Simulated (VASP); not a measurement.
**NaNb in VASP: the effect of strain**

NaNb:

```
CELL_PARAMETERS angstrom
0.00000 2.74891 2.86345
2.74891 0.00000 2.86345
2.74891 2.74891 0.00000
ATOMIC_POSITIONS crystal
Na 0.00000 0.00000 0.00000
Nb 0.50000 0.50000 0.50000
```

The cell was built by a generator and needn't be a form met in nature.

The cell isn't the ideal one: strain = -0.04.

Alike in all runs:

```yaml
Program: VASP 6.6.1
Task: single point
Functional: PBE
Potentials_or_basis: VASP PAW PBE potentials, release 64 (Na_pv, Nb_sv)
Cutoff: 520 eV
k_mesh: 8 × 8 × 8
Occupations: fermi-dirac, width 0.05 eV
Spin: no spin polarisation
Strain_kind: biaxial_xy
Further_INCAR_settings: ALGO = Normal; EDIFF = 1e-07
```

```tsv
strain	pressure (GPa)
-0.04	1.1
-0.02	-0.8
-0.01	?
0	-2.4
0.01	-3.1
0.02	-3.6
0.04	-4.6
```

**Question.** What does the run with strain -0.01 give?

**Answer.** Pressure -1.7 GPa.

Worked out: A parabola through the other rows of the pressure, of slope -79.2 GPa per unit of strain there, gives -1.6 GPa, against the run's -1.7.
